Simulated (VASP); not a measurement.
# BSiH5 in VASP: settings compared

The runs below take BSiH5 through single point, relaxation of the atoms, atomic charges, with PBE, PBE+TS.

Program: VASP 6.6.1. These are calculated values, not measurements. Logs are shortened: lines on timing, memory, paths and dates and some standing lists are left out, and cuts for length are marked.

## Step 1: Starting point

The cell holds a molecule in a box, 7 atoms: a = 12.000 Å, b = 13.000 Å, c = 12.000 Å, α = 90.00°, β = 90.00°, γ = 90.00°.

## Step 2: Single point, PBE (atoms moved at random, drawn with an rms of 0.05 Å)

INCAR

```
  PREC = Accurate
  ENCUT = 520
  EDIFF = 1E-6
  ISMEAR = 0
  SIGMA = 0.01
  LREAL = F
  LASPH = T
  NELM = 100
  ALGO = Fast
  ISIF = 2
  LWAVE = F
  LCHARG = F
  GGA = PE
```

KPOINTS

```
regular mesh
0
Gamma
  1 1 1
```

POSCAR

```
SiBH5
1.0
   12.0000000000      0.0000000000      0.0000000000
    0.0000000000     13.0000000000      0.0000000000
    0.0000000000      0.0000000000     12.0000000000
B Si H
1 1 5
Direct
    0.4806530000      0.4254220000      0.5436810000
    0.4939230000      0.5776610000      0.5059830000
    0.3942190000      0.3866540000      0.5504850000
    0.5652520000      0.3674930000      0.5496810000
    0.4329160000      0.5988420000      0.4060750000
    0.4328090000      0.6315840000      0.6013800000
    0.6091630000      0.6174350000      0.5011200000
```

Potentials or basis: VASP PAW PBE potentials, release 64 (B, Si, H).

Started as:

```sh
cat potpaw_PBE.64/B/POTCAR potpaw_PBE.64/Si/POTCAR potpaw_PBE.64/H/POTCAR > POTCAR
mpirun -np 1 vasp_gam > vasp.out
```

OUTCAR:

```text
PREC = Accurate
   ENCUT = 520
   EDIFF = 1E-6
   ISMEAR = 0
   LREAL = F
   LASPH = T
   NELM = 100
   ISIF = 2
   GGA = PE

 ion  position               nearest neighbor table
   1  0.481  0.425  0.544-   3 1.16   4 1.27   2 2.04
   2  0.494  0.578  0.506-   5 1.43   7 1.48   6 1.53   1 2.04
   3  0.394  0.387  0.550-   1 1.16
   4  0.565  0.367  0.550-   1 1.27
   5  0.433  0.599  0.406-   2 1.43
   6  0.433  0.632  0.601-   2 1.53
   7  0.609  0.617  0.501-   2 1.48

  LATTYP: Found a simple tetragonal cell.
 ALAT       =    12.0000000000
 C/A-ratio  =     1.0833333333

  Lattice vectors:

 A1 = ( -12.0000000000,   0.0000000000,   0.0000000000)
 A2 = (   0.0000000000,   0.0000000000,  12.0000000000)
 A3 = (   0.0000000000,  13.0000000000,   0.0000000000)

Analysis of symmetry for initial positions (statically):
=====================================================================
 Subroutine PRICEL returns:
 Original cell was already a primitive cell.

 Routine SETGRP: Setting up the symmetry group for a
 simple tetragonal supercell.

 Subroutine GETGRP returns: Found  1 space group operations
 (whereof  1 operations were pure point group operations)
 out of a pool of 16 trial point group operations.

The static configuration has the point symmetry C_1 .

Analysis of symmetry for dynamics (positions and initial velocities):
=====================================================================
 Subroutine PRICEL returns:
 Original cell was already a primitive cell.

 Routine SETGRP: Setting up the symmetry group for a
 simple tetragonal supercell.

 Subroutine GETGRP returns: Found  1 space group operations
 (whereof  1 operations were pure point group operations)
 out of a pool of 16 trial point group operations.

The dynamic configuration has the point symmetry C_1 .

 Subroutine INISYM returns: Found  1 space group operations
 (whereof  1 operations are pure point group operations),
 and found     1 'primitive' translations

----------------------------------------------------------------------------------------

                                     Primitive cell

  volume of cell :    1872.0000

[... 68 lines left out ...]
   ISPIN  =      1    spin polarized calculation?
   LNONCOLLINEAR =      F non collinear calculations
   LSORBIT =      F    spin-orbit coupling
   LASPH  =      T    aspherical Exc in radial PAW
   ENCUT  =  520.0 eV  38.22 Ry    6.18 a.u.  22.31 24.17 22.31*2*pi/ulx,y,z
   NELM   =    100;   NELMIN=  2; NELMDL= -5     # of ELM steps
   EDIFF  = 0.1E-05   stopping-criterion for ELM
[... 8 lines left out ...]
   TEBEG  =    0.0;   TEEND  =   0.0 temperature during run
   PSTRESS=    0.0 pullay stress
   NELECT =      12.0000    total number of electrons
   NUPDOWN=      -1.0000    fix difference up-down
   EMIN   =  10.00;   EMAX   =-10.00  energy-range for DOS
   EFERMI =   0.00;   METHOD = LEGACY
   ISMEAR =     0;   SIGMA  =   0.01  broadening in eV -4-tet -1-fermi 0-gaus
   EFERMI_NEDOS =   21; number of points for ismear=-14 and -15
   IALGO  =     68    algorithm
   IMIX   =      4    mixing-type and parameters
     AMIX     =   0.40;   BMIX     =  1.00
     AMIX_MAG =   1.60;   BMIX_MAG =  1.00
  volume/ion in A,a.u.               =     267.43      1804.70
  Fermi-wavevector in a.u.,A,eV,Ry     =   0.304112  0.574688  1.258321  0.092484
  Thomas-Fermi vector in A             =   1.175900
   LORBIT       =      0    0 simple, 1 ext, 2 COOP (PROOUT), +10 PAW based schemes
   GGA     = PE    functional components
   LHFCALC =     F    Hartree Fock is set to
   AEXX    =    0.0000 exact exchange contribution
   IVDW    =     0    specifies the selected vdW correction
   LEPSILON=     F    determine dielectric tensor
   LRPA    =     F    only Hartree local field effects (RPA)
 non-spin polarized calculation
 RMM-DIIS sequential band-by-band and
 Gauss-broadening in eV      SIGMA  =   0.01
  energy-cutoff  :      520.00
  volume of cell :     1872.00
 maximum number of plane-waves:     25235
 NGX is ok and might be reduce to    90
   NGX = 45   NGY = 49   NGZ = 45

 number of electron      11.9999997 magnetization

 Free energy of the ion-electron system (eV)
  ---------------------------------------------------
  ext. energy  EPLUGINS =         0.00000000
  ---------------------------------------------------
  free energy    TOTEN  =       -27.59216546 eV

  energy without entropy =      -27.59216546  energy(sigma->0) =      -27.59216546

 E-fermi :  -6.8426     XC(G=0):  -0.6823

 val. band max:       -6.9078894479   @ k =   0.0000   0.0000   0.0000
 cond. band min:      -3.2497950373   @ k =   0.0000   0.0000   0.0000
 fundamental gap:      3.6580944107
 Fermi energy:        -6.8426272905

 k-point     1 :       0.0000    0.0000    0.0000
  band No.  band energies     occupation
      1     -13.5417      2.00000
      2     -11.5546      2.00000
      3      -8.7643      2.00000
      4      -8.3392      2.00000
      5      -7.8616      2.00000
      6      -6.9079      2.00000
      7      -3.2498      0.00000
      8      -0.3797      0.00000
      9       0.1379      0.00000
     10       0.2353      0.00000

------------------------ aborting loop because EDIFF is reached ----------------------------------------

  FORCE on cell =-STRESS in cart. coord.  units (eV):
  Direction    XX          YY          ZZ          XY          YZ          ZX
  --------------------------------------------------------------------------------------
  -------------------------------------------------------------------------------------
  Total        0.5047866     -0.7765032      0.7643766      1.1868706     -0.3027859      0.8166117
  in kB        0.4320287     -0.6645811      0.6542024      1.0157998     -0.2591436      0.6989086
  external PRESSURE =       0.1405500 kB  Pullay stress =       0.0000000 kB

 VOLUME and BASIS-vectors are now :
 -----------------------------------------------------------------------------
  energy-cutoff  :      520.00
  volume of cell :     1872.00
      direct lattice vectors                 reciprocal lattice vectors
    12.000000000  0.000000000  0.000000000     0.083333333  0.000000000  0.000000000
     0.000000000 13.000000000  0.000000000     0.000000000  0.076923077  0.000000000
     0.000000000  0.000000000 12.000000000     0.000000000  0.000000000  0.083333333

 POSITION                                       TOTAL-FORCE (eV/Angst)
 -----------------------------------------------------------------------------------
      5.76784      5.53049      6.52417         2.103751     -0.063411     -0.555557
      5.92708      7.50959      6.07180         0.018574     -0.609361      1.786227
      4.73063      5.02650      6.60582        -1.023702     -0.437743      0.215538
      6.78302      4.77741      6.59617        -0.984900      0.741149      0.098208
      5.19499      7.78495      4.87290        -0.559793      0.293061     -1.089249
      5.19371      8.21059      7.21656         0.234273     -0.061379     -0.346287
      7.30996      8.02666      6.01344         0.211797      0.137684     -0.108880
 -----------------------------------------------------------------------------------
    total drift:                               -0.000332      0.000118      0.000266

  FREE ENERGIE OF THE ION-ELECTRON SYSTEM (eV)
  ---------------------------------------------------
  free  energy   TOTEN  =       -27.5921654612 eV

  energy  without entropy=      -27.5921654612  energy(sigma->0) =      -27.59216546
```

stdout:

```text
POSCAR found type information on POSCAR B SiH
 POSCAR found :  3 types and       7 ions
 scaLAPACK will be used
 LDA part: xc-table for (Slater+PW92), standard interpolation
 POSCAR, INCAR and KPOINTS ok, starting setup
 FFT: planning ... GRIDC
 FFT: planning ... GRID_SOFT
 FFT: planning ... GRID
 WAVECAR not read
 entering main loop
```

Run time: 1.7 min. Hardware: 1 thread of AMD EPYC 7R13 (Zen 3), shared host; peak memory 1.4 GiB.

What came out:

```yaml
Free_energy: -27.5922 eV
Largest_force: 2.177 eV/Å
Gap_between_the_frontier_levels: 3.66 eV
```

Forces on the atoms (eV/Å):
```
B    2.104 -0.063 -0.556
Si   0.019 -0.609  1.786
H   -1.024 -0.438  0.216
H   -0.985  0.741  0.098
H   -0.560  0.293 -1.089
H    0.234 -0.061 -0.346
H    0.212  0.138 -0.109
```

Levels at points of the mesh, in eV from the valence-band top:
```csv
k point,band 2,band 3,band 4,band 5,band 6,band 7,band 8,band 9,band 10
"(0.00, 0.00, 0.00)",-4.65,-1.86,-1.43,-0.95,0.00,3.66,6.53,7.05,7.14
```

## Step 3: Relaxation of the atoms, PBE (atoms moved at random, drawn with an rms of 0.02 Å)

INCAR

```
PREC     = Accurate       # precision mode
ENCUT    = 520            # plane-wave cutoff, eV
EDIFF    = 1E-6           # SCF threshold, eV
ISMEAR   = 0              # smearing method
SIGMA    = 0.01           # smearing width, eV
LREAL    = F              # projectors in reciprocal space
LASPH    = T              # aspherical terms in the spheres
NELM     = 60             # most SCF steps
ALGO     = Fast           # electronic algorithm
ISIF     = 2              # what is computed and relaxed
LWAVE    = F              # write WAVECAR
LCHARG   = F              # write CHGCAR
GGA      = PE             # functional
IBRION   = 2              # ionic algorithm
NSW      = 40             # ionic steps
EDIFFG   = -0.01          # ionic threshold
```

KPOINTS is that of step 2.

POSCAR

```
SiBH5
1.0
   12.0000000000      0.0000000000      0.0000000000
    0.0000000000     13.0000000000      0.0000000000
    0.0000000000      0.0000000000     12.0000000000
B Si H
1 1 5
Direct
    0.4822900000      0.4261650000      0.5394080000
    0.4922920000      0.5784470000      0.5101290000
    0.3927620000      0.3875600000      0.5488130000
    0.5625180000      0.3702250000      0.5535480000
    0.4351460000      0.5988690000      0.4041670000
    0.4336660000      0.6331850000      0.6020720000
    0.6076220000      0.6183970000      0.5038780000
```

Potentials or basis: VASP PAW PBE potentials, release 64 (B, Si, H).

Started as:

```sh
cat potpaw_PBE.64/B/POTCAR potpaw_PBE.64/Si/POTCAR potpaw_PBE.64/H/POTCAR > POTCAR
mpirun -np 1 vasp_gam > vasp.out
```

It took 11 min on 1 thread of AMD EPYC 7R13 (Zen 3), shared host; peak memory 1.5 GiB.

It converged, with:

- Free energy: -27.7375 eV
- Energy gained by relaxing: 3.3 meV/atom
- Ionic steps: 17
- Largest force after relaxing: 0.007 eV/Å
- Gap between the frontier levels: 3.74 eV

Forces on the atoms (eV/Å):
```
B    0.003  0.000  0.005
Si  -0.005  0.001  0.003
H    0.002  0.001 -0.002
H   -0.002 -0.002 -0.001
H    0.001  0.002 -0.001
H    0.005 -0.001 -0.004
H   -0.004 -0.001  0.001
```

The path:
| step | energy change (eV) | largest force (eV/Å) | pressure (GPa) |
| --- | --- | --- | --- |
| 1 | 0.0000 | 0.6262 | 0.03 |
| 2 | -0.0066 | 0.8840 | 0.00 |
| 3 | -0.0175 | 0.3333 | 0.01 |
| 4 | -0.0205 | 0.1808 | 0.00 |
| 5 | -0.0208 | 0.1158 | 0.00 |
| 6 | -0.0221 | 0.0607 | 0.00 |
| 7 | -0.0222 | 0.0799 | -0.01 |
| 8 | -0.0226 | 0.0499 | -0.01 |
| 9 | -0.0226 | 0.0410 | -0.01 |
| 10 | -0.0229 | 0.0273 | -0.01 |
| 11 | -0.0229 | 0.0439 | 0.00 |
| 12 | -0.0230 | 0.0133 | 0.00 |
| 13 | -0.0230 | 0.0138 | 0.00 |
| 14 | -0.0230 | 0.0119 | 0.00 |
| 15 | -0.0230 | 0.0161 | -0.01 |
| 16 | -0.0231 | 0.0121 | -0.01 |
| 17 | -0.0231 | 0.0066 | -0.01 |

Final structure:
```xyz
7
Lattice="12.0000 0.0000 0.0000 0.0000 13.0000 0.0000 0.0000 0.0000 12.0000" Properties=species:S:1:pos:R:3 pbc="T T T"
B     5.7924    5.5284    6.4952
Si    5.9233    7.5013    6.1316
H     4.7039    5.0263    6.5810
H     6.7459    4.8130    6.6356
H     5.2100    7.8029    4.8468
H     5.1925    8.2390    7.2148
H     7.3075    8.0561    6.0391
```

Levels at points of the mesh, in eV from the valence-band top:
```tsv
k point	band 4	band 5	band 6	band 7	band 8	band 9
(0.00, 0.00, 0.00)	-1.21	-0.75	0.00	3.74	6.70	7.24
```

## Step 4: Atomic charges, PBE+TS

INCAR

```
  ALGO = Normal
  EDIFF = 1E-6
  ENCUT = 520
  GGA = PE
  ISIF = 2
  ISMEAR = 0
  IVDW = 2
  LASPH = T
  LCHARG = F
  LORBIT = 11
  LREAL = F
  LWAVE = F
  NELM = 60
  PREC = Accurate
  SIGMA = 0.01
```

KPOINTS

```
k-points
0
Gamma
  1 1 1
```

POSCAR

```
SiBH5
1.0
   12.0000000000      0.0000000000      0.0000000000
    0.0000000000     13.0000000000      0.0000000000
    0.0000000000      0.0000000000     12.0000000000
B Si H
1 1 5
Direct
    0.4829625000      0.4249923100      0.5401750000
    0.4939875000      0.5768615400      0.5107750000
    0.3927291700      0.3864076900      0.5473250000
    0.5620958300      0.3701076900      0.5511000000
    0.4352291700      0.6005615400      0.4042166700
    0.4345958300      0.6331230800      0.6014500000
    0.6094375000      0.6179000000      0.5031916700
```

Started as:

```sh
cat potpaw_PBE.64/B/POTCAR potpaw_PBE.64/Si/POTCAR potpaw_PBE.64/H/POTCAR > POTCAR
mpirun -np 1 vasp_gam > vasp.out
```

Wall time 2 min (1 thread of AMD EPYC 7R13 (Zen 3), shared host); peak memory 1.3 GiB.

The run converged. Its results:

```
Free energy                                           : -27.7576 eV
Largest force                                         : 0.146 eV/Å
Gap between the frontier levels                       : 3.74 eV
Valence electrons inside the program's atomic spheres : B 1.87; Si 1.78; H 0.64, 0.58, 0.59
Hirshfeld charges                                     : B +0.09; Si +0.22; H -0.05, -0.07, -0.08 e
Dispersion energy per atom                            : -0.003 eV
```

Forces on the atoms (eV/Å):
```
B   -0.007  0.080 -0.015
Si   0.059 -0.132  0.023
H   -0.114 -0.053  0.009
H    0.102 -0.075  0.014
H   -0.075  0.040 -0.110
H   -0.077  0.076  0.090
H    0.111  0.065 -0.011
```

Levels at points of the mesh, in eV from the valence-band top:
```csv
k point,band 3,band 4,band 5,band 6,band 7,band 8,band 9,band 10
"(0.00, 0.00, 0.00)",-1.72,-1.25,-0.76,0.00,3.74,6.68,7.23,7.32
```

As with any semilocal functional, this PBE gap is likely too small.

## Step 5: The runs side by side

| task | level | cell | gap on the mesh (eV) | largest force (eV/Å) |
| --- | --- | --- | --- | --- |
| single point | PBE | atoms moved at random, drawn with an rms of 0.05 Å | 3.66 | 2.18 |
| relaxation of the atoms | PBE | atoms relaxed from: atoms moved at random, drawn with an rms of 0.02 Å | 3.74 | 0.01 |
| atomic charges | PBE+TS | as given | 3.74 | 0.15 |

Alike in all rows: potentials or basis VASP PAW PBE potentials, release 64 (B, Si, H); no spin polarisation; k mesh 1 × 1 × 1; cutoff (eV) 520; smearing gaussian 0.01 eV.

Absolute energies hang on the potentials; compare differences alone.
